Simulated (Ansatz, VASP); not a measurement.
# ZnSe in two plane-wave programs

Aim: how closely do two programs agree when they are given the same cell, functional and k mesh? The cell is taken from a series of runs on this material, whose earlier steps may have relaxed, scaled, displaced or heated it; both programs get it as it stands.

Program: Ansatz 0.2.0. Level of theory: plane waves, with VASP 6.6.1 beside it; single point at LDA. Results are calculated unless marked as measured.

## (1) Set-up

Symmetry: F-43m, No. 216, cubic system. The conventional cell has a = 5.568 Å, b = 5.568 Å, c = 5.568 Å, α = 90.00°, β = 90.00°, γ = 90.00°. Nearest to Zn lie 4 Se at 2.41 Å. Nearest to Se lie 4 Zn at 2.41 Å. Farther neighbours and most contacts between anions are not listed.

## (2) Ansatz: single point, LDA

Ansatz runs on its default PAW (the set named soft_2) files.

A single point gives forces, pressure and levels at one fixed geometry, so differences don't come from the geometry; what else differs is listed under the comparison.

input.yaml reads:

```yaml
crystal:
  lattice:
    - [0.0, 2.7837564497, 2.7837564497]
    - [2.7837564497, 0.0, 2.7837564497]
    - [2.7837564497, 2.7837564497, 0.0]
  atoms:
    - { symbol: Zn, position: [0.0, 0.0, 0.0] }
    - { symbol: Se, position: [0.25, 0.25, 0.25] }
hamiltonian:
  xc: lda
kpoints:
  mp_grid: { grid: [10, 10, 10] }
scf:
  occupations: { method: fixed }
  convergence: { dr2_threshold: 1.0e-11 }
output:
  eigenstates:
    kpoints:
      - [0.0, -0.013291458, -0.013291458]
      - [0.0, -0.008860972, -0.008860972]
      - [0.0, -0.004430486, -0.004430486]
      - [0.0, 0.0, 0.0]
      - [0.0, 0.004430486, 0.004430486]
      - [0.0, 0.008860972, 0.008860972]
      - [0.0, 0.013291458, 0.013291458]
```

Command:

```bash
$ ansatz run input.yaml --threads 4 --pin off --max-ram 16384MiB --backend cpu --events-out ev --progress --plain --runs-dir out
```

Numbers of over 12 decimals in the logs are rounded to 6 here.

The program printed:

```text
Engine: ansatz 0.2.0, aarch64-unknown-linux-gnu
Pseudopotentials: kind: paw
Pseudopotential: Zn, paw, valence charge 12, recommended cutoff 420 eV (normal), Zn.paw.azcp
Pseudopotential: Se, paw, valence charge 16, recommended cutoff 420 eV (normal), Se.paw.azcp
Functional definition: SPW92
  exchange = slater_x
  correlation = pw_c
Crystal: 2 atoms, lattice volume = 43.144 Å³
Basis set: ecut = 420 eV, 869 PW (Γ)
Bands: 18, of which v1, the nominal top of the filled ones, is band 14 counted from 1 (13 counted from 0)
Symmetry: 24 space group operations
Space group: F-43m (ITA 216), of the structure as read, at distance tolerance 3.5e-5 Å
k-points: 47 of 1000 (time reversal used)
Non-local potential: Zn, projectors of the file, l = 0: 2, l = 1: 2, l = 2: 3, l = 3: 1
Non-local potential: Se, projectors of the file, l = 0: 2, l = 1: 2, l = 2: 3, l = 3: 1
PAW form: soft (Blöchl's): semilocal exchange-correlation on the pseudo side does not see the compensation charge
PAW frozen core: Zn, regenerated for the run's functional, and the local potential with it (the file was generated under x = pbe(κ = 0.804, μ = 0.219515), c = pbe(β = 0.066725))
PAW frozen core: Se, regenerated for the run's functional, and the local potential with it (the file was generated under x = pbe(κ = 0.804, μ = 0.219515), c = pbe(β = 0.066725))
PAW one-centre angular grid: Zn, 590 points (default); XC on 64 Gauss nodes
PAW one-centre angular grid: Se, 590 points (default); XC on 64 Gauss nodes
Initial density: superposition of atomic densities (neutral atoms: chi_scale 0, normalization atom), corrected by the library's trained network
Initial wavefunctions: pseudopotential atomic-orbital guess
Functional: x = slater, c = lda
SCF iter   1: F=—  HF=-8630.853473 eV  |F-HF|=—  |Δ(HF+E_count)|=         —  Δρ=5.40e-3  dr2=7.06e-3  ethr=1.77e-3  ⟨swp⟩=4.9  Hψ=3902  notcnv=0  defer=84
preconditioner: auto → none  [insulator: Δε(μ)=1.216 eV  Ē_g=12.125 eV  n_scr=14 (ndim 8)  ℏωp=24.0 eV  f_vac=0.102  ε∞_Penn≈4.9]
SCF iter   2: F=—  HF=-8630.851292 eV  |F-HF|=—  |Δ(HF+E_count)|=   2.18e-3  Δρ=2.03e-3  dr2=8.68e-4  ethr=2.52e-5  ⟨swp⟩=2.0  Hψ=1701  notcnv=0  defer=89
SCF iter   3: F=—  HF=-8630.851187 eV  |F-HF|=—  |Δ(HF+E_count)|=   1.05e-4  Δρ=1.46e-3  dr2=4.00e-4  ethr=3.10e-6  ⟨swp⟩=2.0  Hψ=1325  notcnv=0  defer=89
SCF iter   4: F=—  HF=-8630.851081 eV  |F-HF|=—  |Δ(HF+E_count)|=   1.06e-4  Δρ=2.57e-4  dr2=2.30e-5  ethr=1.43e-6  ⟨swp⟩=2.0  Hψ=1317  notcnv=0  defer=88
SCF iter   5: F=—  HF=-8630.851071 eV  |F-HF|=—  |Δ(HF+E_count)|=   9.52e-6  Δρ=2.05e-5  dr2=1.88e-7  ethr=8.21e-8  ⟨swp⟩=2.0  Hψ=1237  notcnv=0
SCF iter   6: F=—  HF=-8630.851071 eV  |F-HF|=—  |Δ(HF+E_count)|=   3.05e-7  Δρ=5.08e-6  dr2=6.82e-9  ethr=6.71e-10  ⟨swp⟩=2.1  Hψ=1508  notcnv=0
SCF iter   7: F=—  HF=-8630.851071 eV  |F-HF|=—  |Δ(HF+E_count)|=   1.39e-8  Δρ=2.17e-6  dr2=8.47e-10  ethr=2.44e-11  ⟨swp⟩=2.1  Hψ=1515  notcnv=0
SCF iter   8: F=—  HF=-8630.851071 eV  |F-HF|=—  |Δ(HF+E_count)|=  3.78e-10  Δρ=2.56e-7  dr2=2.32e-11  ethr=3.03e-12  ⟨swp⟩=2.1  Hψ=1512  notcnv=0
SCF iter   9: F=-8630.851071 eV  HF=-8630.851071 eV  |F-HF|=5.46e-12  |Δ(HF+E_count)|=  8.00e-11  Δρ=5.15e-8  dr2=7.90e-13  ethr=1.00e-12  ⟨swp⟩=4.9  Hψ=3076  notcnv=0
SCF 1 converged in 9 iterations: F = -8630.851071 eV  dr2 = 7.90e-13
  greatest PAW one-centre occupation: 1.000 electrons in one spin orbital (limit 2), on the Se atom at site 1 (counted from 0), in its partial waves of l = 2
NSCF: frozen V_eff on 7 k-points
SCF converged after 9 iterations
Free energy (F): -8630.851071 eV
Harris-Foulkes:  -8630.851071 eV  (|F-HF|=5.46e-12)
Internal energy: -8630.851071 eV  (E = F + TS)
E sigma→0 (E₀):  -8630.851071 eV
Fermi energy:    7.206986 eV
--- Per-component energies (eV) ---
  E_band       = -377.504770
  E_kinetic    = 252.132218
  E_local      = -4322.907254  (includes V_loc(G=0)·N_el)
  E_nonlocal   = 27.333845
  E_hartree    = 2001.358099
  E_xc         = -239.796884
  E_vxc        = -152.902810  (∫ρ·V_xc dr)
  E_paw        = -3582.887443  (= ΣΔE_a)
  E_vpaw       = -183.875956  (= ΣTr[D̂ρ^β])
  E_aug_tail   = -0.000959  (compensation charges beyond the density's cutoff)
  E_ewald      = -2769.857196
  E_core_change = 3.774504  (= ΣΔE_core)
  E_smearing   = -0.000000  (= −TS)
  E_closure    = 0.000000  (closes the sum)
  Σ components = -8630.851071   (vs F -8630.851071, Δ=0.00e0)
--- Band table (eV; the first three rows and the last of 47) ---
  k-point 0: bands = [... 10 lower, 0.7524, 7.2070, 7.2070, 7.2070, 8.4571, 12.9065, 12.9065, 12.9065]
  k-point 1: bands = [... 10 lower, 0.7511, 6.1623, 7.0947, 7.0947, 9.2652, 12.8369, 13.0907, 13.0907]
  k-point 2: bands = [... 10 lower, 0.7504, 4.6718, 6.8283, 6.8283, 9.8621, 13.2487, 13.4542, 13.4542]
  k-point 46: bands = [... 10 lower, 1.0847, 2.1885, 4.2389, 4.2993, 12.0325, 12.4888, 14.7691, 15.2392]
```

## (3) VASP: single point, LDA

The same cell, functional (in two slightly different forms) and mesh now go to VASP, with its own data sets.

Lines of VASP's logs that name or quote its potential files are left out, and so is its time.

INCAR reads:

```
SYSTEM = ZnSe
PREC = Accurate
ENCUT = 400
EDIFF = 1E-06
NELM = 120
ISMEAR = 0
SIGMA = 0.01
LREAL = .FALSE.
ALGO = Normal
GGA = CA
NBANDS = 15
LORBIT = 11
LWAVE = .FALSE.
LCHARG = .FALSE.
ISIF = 2
LASPH = .TRUE.
GGA_COMPAT = .FALSE.
EFERMI = MIDGAP
```

POSCAR reads:

```
ZnSe
1.0
    0.0000000000      2.7837564497      2.7837564497
    2.7837564497      0.0000000000      2.7837564497
    2.7837564497      2.7837564497      0.0000000000
Zn Se
1 1
Direct
    0.0000000000      0.0000000000      0.0000000000
    0.2500000000      0.2500000000      0.2500000000
```

KPOINTS reads:

```
Automatic mesh
0
Gamma
10 10 10
0 0 0
```

The projector-augmented-wave data sets are Zn and Se (LDA family, release 64).

Command:

```bash
$ mpirun -np 1 vasp_std
```

The program printed:

```text
[banner, memory and clock lines left out]
running    1 mpi-ranks, on    1 nodes
 distrk:  each k-point on    1 cores,    1 groups
 distr:  one band on    1 cores,    1 groups

 POSCAR found type information on POSCAR ZnSe
 POSCAR found :  2 types and       2 ions
 LDA part: xc-table for (Slater(with rela. corr.)+CA(PZ))
 , standard interpolation
 POSCAR, INCAR and KPOINTS ok, starting setup
 FFT: planning ... GRIDC
 FFT: planning ... GRID_SOFT
 FFT: planning ... GRID
 WAVECAR not read
 entering main loop
       N       E                     dE             d eps       ncg     rms          rms(c)
DAV:   1     0.788315451434E+02    0.78832E+02   -0.76383E+03  1410   0.118E+03
DAV:   2    -0.289646944569E+01   -0.81728E+02   -0.77694E+02  1536   0.237E+02
DAV:   3    -0.764645936727E+01   -0.47500E+01   -0.47320E+01  1732   0.598E+01
DAV:   4    -0.768322582172E+01   -0.36766E-01   -0.36762E-01  1669   0.558E+00
DAV:   5    -0.768341217013E+01   -0.18635E-03   -0.18635E-03  1809   0.367E-01    0.530E+00
DAV:   6    -0.740322456925E+01    0.28019E+00   -0.59118E-01  1992   0.272E+01    0.400E+00
DAV:   7    -0.737674490775E+01    0.26480E-01   -0.16400E-01  1641   0.410E+00    0.165E+00
DAV:   8    -0.737230444235E+01    0.44405E-02   -0.36158E-03  2091   0.852E-01    0.427E-01
DAV:   9    -0.737174225130E+01    0.56219E-03   -0.96945E-04  1662   0.260E-01    0.586E-02
DAV:  10    -0.737175945009E+01   -0.17199E-04   -0.11832E-04  1800   0.117E-01    0.182E-02
DAV:  11    -0.737175248276E+01    0.69673E-05   -0.15467E-05  2150   0.649E-02    0.458E-03
DAV:  12    -0.737175252527E+01   -0.42502E-07   -0.24810E-06  1547   0.117E-02
   1 F= -.73717525E+01 E0= -.73717525E+01  d E =0.000000E+00
```

OUTCAR, selected parts (step 3):

```text
ion  position               nearest neighbor table
   1  0.000  0.000  0.000-   2 2.41   2 2.41   2 2.41   2 2.41
   2  0.250  0.250  0.250-   1 2.41   1 2.41   1 2.41   1 2.41

  LATTYP: Found a face centered cubic cell.
 ALAT       =     5.5675128994

 Subroutine GETGRP returns: Found 24 space group operations
 (whereof 24 operations were pure point group operations)

The static configuration has the point symmetry T_d .

 Found     47 irreducible k-points:

   k-points           NKPTS =     47   k-points in BZ     NKDIM =     47   number of bands    NBANDS=     15

   dimension x,y,z NGX =    28 NGY =   28 NGZ =   28
   dimension x,y,z NGXF=    56 NGYF=   56 NGZF=   56

   ENCUT  =  400.0 eV  29.40 Ry    5.42 a.u.   6.42  6.42  6.42*2*pi/ulx,y,z

   NELECT =      18.0000    total number of electrons

 k-points in reciprocal lattice and weights: Automatic mesh
   0.00000000  0.00000000  0.00000000       0.001
   0.10000000  0.00000000  0.00000000       0.008
   0.20000000  0.00000000  0.00000000       0.008
   0.30000000  0.00000000  0.00000000       0.008
   0.40000000  0.00000000  0.00000000       0.008
   0.50000000  0.00000000  0.00000000       0.004
   0.10000000  0.10000000  0.00000000       0.006
   0.20000000  0.10000000  0.00000000       0.024
   0.30000000  0.10000000  0.00000000       0.024
[...]
-0.30000000  0.40000000  0.20000000       0.024
  -0.30000000  0.50000000  0.20000000       0.012

 average (electrostatic) potential at core
       1 -37.8545       2 -61.8080

 E-fermi :   2.6365

 k-point     1 :       0.0000    0.0000    0.0000
  band No.  band energies     occupation
    ...
      5      -4.4809      2.00000
      6      -4.4809      2.00000
      7       1.9920      2.00000
      8       1.9920      2.00000
      9       1.9920      2.00000
     10       3.2810      0.00000
     11       7.6744      0.00000
     12       7.6744      0.00000
     13       7.6744      0.00000
     14      11.8473      0.00000
    ...

 k-point     2 :       0.1000    0.0000    0.0000
  band No.  band energies     occupation
    ...
      5      -4.4826      2.00000
      6      -4.4826      2.00000
      7       0.9527      2.00000
      8       1.8793      2.00000
      9       1.8793      2.00000
     10       4.0811      0.00000
     11       7.6111      0.00000
     12       7.8591      0.00000
     13       7.8591      0.00000
     14      12.4922      0.00000
    ...

 k-point     3 :       0.2000    0.0000    0.0000
  band No.  band energies     occupation
    ...
      5      -4.4834      2.00000
      6      -4.4834      2.00000
      7      -0.5409      2.00000
      8       1.6122      2.00000
      9       1.6122      2.00000
     10       4.6707      0.00000
     11       8.0373      0.00000
     12       8.2233      0.00000
     13       8.2233      0.00000
     14      12.3741      0.00000
    ...

  Total        0.0327984      0.0327984      0.0327984      0.0000000      0.0000000     -0.0000000
  in kB        1.2179773      1.2179773      1.2179773      0.0000000      0.0000000     -0.0000000
  external PRESSURE =       1.2179773 kB  Pullay stress =       0.0000000 kB

  energy-cutoff  :      400.00
  volume of cell :       43.14
      direct lattice vectors                 reciprocal lattice vectors
     0.000000000  2.783756450  2.783756450    -0.179613414  0.179613414  0.179613414
     2.783756450  0.000000000  2.783756450     0.179613414 -0.179613414  0.179613414
     2.783756450  2.783756450  0.000000000     0.179613414  0.179613414 -0.179613414

 POSITION                                       TOTAL-FORCE (eV/Angst)
 -----------------------------------------------------------------------------------
      0.00000      0.00000      0.00000        -0.000000      0.000000     -0.000000
      1.39188      1.39188      1.39188         0.000000     -0.000000      0.000000
 -----------------------------------------------------------------------------------
    total drift:                                0.000001      0.000001      0.000001

  FREE ENERGIE OF THE ION-ELECTRON SYSTEM (eV)
  ---------------------------------------------------
  free  energy   TOTEN  =        -7.3717525253 eV

  energy  without entropy=       -7.3717525253  energy(sigma->0) =       -7.37175253

 total charge
# of ion       s       p       d       tot
------------------------------------------
    1        0.559   0.498   9.788  10.845
    2        1.440   2.442   0.035   3.918
--------------------------------------------------
tot          1.999   2.940   9.823  14.763

[... 3 further parts left out ...]
```

The run ends at a pressure of 0.12 GPa.

## (4) Side by side

Known differences besides the potentials themselves: the two LDA forms differ slightly; fixed occupations in Ansatz, narrow Gaussian smearing in VASP; the data sets hold 28 valence electrons in Ansatz (on its default PAW (the set named soft_2) files) and 18 in VASP; the cutoff is 420 eV in Ansatz and 400 eV in VASP; VASP's log shows a relativistic correction to its local exchange, Ansatz's none. Total energies have different zeros and are not compared.

The two programs side by side:

```csv
quantity,Ansatz,VASP,difference
gap on the k mesh (eV),1.250,1.289,-0.039
```

A gap on the mesh is an upper bound, since the band edges may lie between its points.

## (5) Outcome

| Quantity | Value |
| --- | --- |
| difference in gap on the k mesh (single point, LDA) | -0.039 eV |

What this shows: The difference in gap on the k mesh is -0.039 eV (single point, LDA), within the 0.08 eV picked in this series as the mark of a large difference. The data sets hold unlike numbers of valence electrons (28 in Ansatz and 18 in VASP), so part of the differences comes from the potentials. How closely two codes agree says nothing of how well the functional describes the real material.

[Lines on the potential files, build, host, timing and source positions are cut from VASP's logs without a mark.]

[Logs are printed without paths, hosts, clocks, repeated set-up lines and the standing remarks that a program may print on its own settings, such as how far it seeks lower states.]

[Hosts, paths, dates, database ids (printed as entryN), source tags and the programs' standing remarks are cut or masked in the printed files.]
